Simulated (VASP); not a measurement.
VASP runs on MgTe (space group P6_3mc) share one base input (PBEsol GGA, plane waves, VASP's PBE PAW potentials (set 64)) and change the settings named in each case.

INCAR:
```
SYSTEM = MgTe
PREC = Accurate
ENCUT = 300
EDIFF = 1E-6
NELM = 100
ALGO = Normal
LREAL = .FALSE.
LASPH = .TRUE.
ISMEAR = -1
SIGMA = 0.05
GGA = PS
LMAXMIX = 4
LWAVE = .FALSE.
LCHARG = .FALSE.
ISIF = 2
```

File POSCAR:
```
MgTe
1
    2.3200450000    -4.0184360000     0.0000000000
    2.3200450000     4.0184360000     0.0000000000
    0.0000000000     0.0000000000     7.5363220000
Mg Te
2 2
Direct
  0.6666670000   0.3333330000   0.5000000000
  0.3333330000   0.6666670000   0.0000000000
  0.6666670000   0.3333330000   0.8760000000
  0.3333330000   0.6666670000   0.3760000000
```

File KPOINTS:
```
Automatic mesh
0
Gamma
6 6 3
0 0 0
```

POTCAR, in this order: Mg Te (PBE.64 set). Program: vasp_std.

| change | E(σ→0) (eV/atom) | pressure (GPa) |
|---|---|---|
| base run | -3.4378 | -1.64 |
| GGA removed, POTCAR Mg Te (LDA.64 set) | -3.6271 | -2.78 |
| GGA_COMPAT = .FALSE., LNONCOLLINEAR = .TRUE., LSORBIT = .TRUE., MAGMOM = 0.0 0.0 0.0 0.0 0.0 0.0 0.0 0.0 0.0 0.0 0.0 0.0, program vasp_ncl | -3.4829 | … |
| KPOINTS 3×3×2 Γ-centred mesh | -3.4028 | -1.40 |

Problem. Fill in the missing entries.

Solution. 
- GGA_COMPAT = .FALSE., LNONCOLLINEAR = .TRUE., LSORBIT = .TRUE., MAGMOM = 0.0 0.0 0.0 0.0 0.0 0.0 0.0 0.0 0.0 0.0 0.0 0.0, program vasp_ncl, pressure (GPa): -1.60

Energies of different potentials or functionals have different zeros. Unless said otherwise, spin-orbit coupling is left out, though it shifts the bands of the heavy elements here.

Left out are runs that ran out of time, are held back, or changed the cell or the kind of run, fixed moments of cells without a moment, rows past the twelfth, gaps on odd meshes, pressures of charged cells and columns that move by less than the noise.

The structure is a typed MgTe crystal. The cell was not relaxed at this level, its lattice was scaled by up to 2.5 %.
